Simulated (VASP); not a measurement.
An input for Quantum ESPRESSO's pw.x (written as the equivalent of a VASP run, and not itself run):

```
&CONTROL
  calculation = 'scf'
  pseudo_dir = './pseudo'
  outdir = './out'
  tprnfor = .true.
  tstress = .true.
/
&SYSTEM
  ibrav = 0
  nat = 2
  ntyp = 2
  ecutwfc = 88
  occupations = 'smearing'
  smearing = 'gaussian'
  degauss = 0.003675
  input_dft = 'pbe'
/
&ELECTRONS
  conv_thr = 7.3e-08
  electron_maxstep = 100
/
ATOMIC_SPECIES
  Be 9.012 Be.upf
  Te 127.600 Te.upf
CELL_PARAMETERS angstrom
     0.0000000    2.8713000    2.8713000
     2.8713000    0.0000000    2.8713000
     2.8713000    2.8713000    0.0000000
ATOMIC_POSITIONS crystal
  Be   0.0000000  0.0000000  0.0000000
  Te   0.2500000  0.2500000  0.2500000
K_POINTS automatic
  7 7 7 0 0 0
```

### Question
Translate this input to VASP (INCAR, KPOINTS, POSCAR, choice of POTCAR).

### Answer
One answer among several that fit: 
File KPOINTS:
```
Automatic mesh
0
Gamma
7 7 7
0 0 0
```

### INCAR
```
# general
SYSTEM   =  BeTe
PREC     =  Accurate
ENCUT    =  175
LREAL    =  .FALSE.
LASPH    =  .TRUE.

# electronic loop
EDIFF    =  1E-6
NELM     =  100
ALGO     =  Normal
LMAXMIX  =  4

# smearing
ISMEAR   =  0
SIGMA    =  0.05

# functional
GGA      =  PE

# ions
ISIF     =  2

# output
LWAVE    =  .FALSE.
LCHARG   =  .FALSE.
```

**POSCAR**
```
BeTe
1
    0.0000000000     2.8713000000     2.8713000000
    2.8713000000     0.0000000000     2.8713000000
    2.8713000000     2.8713000000     0.0000000000
Be Te
1 1
Direct
  0.0000000000   0.0000000000   0.0000000000
  0.2500000000   0.2500000000   0.2500000000
```

POTCAR, in this order: Be Te (PBE.64 set). Program: vasp_std.

Limits of the translation: the potentials are each code's own (VASP's PAW set, PseudoDojo norm-conserving files in pw.x), so ENCUT and ecutwfc are chosen apart and not converted; conv_thr bounds pw.x's estimated SCF error, while EDIFF bounds the energy change between steps.

The compound is BeTe in the zinc blende structure. The cell was not relaxed at this level. The run is one of a series of settings (ENCUT = 175 against the base run), some of them coarse on purpose.
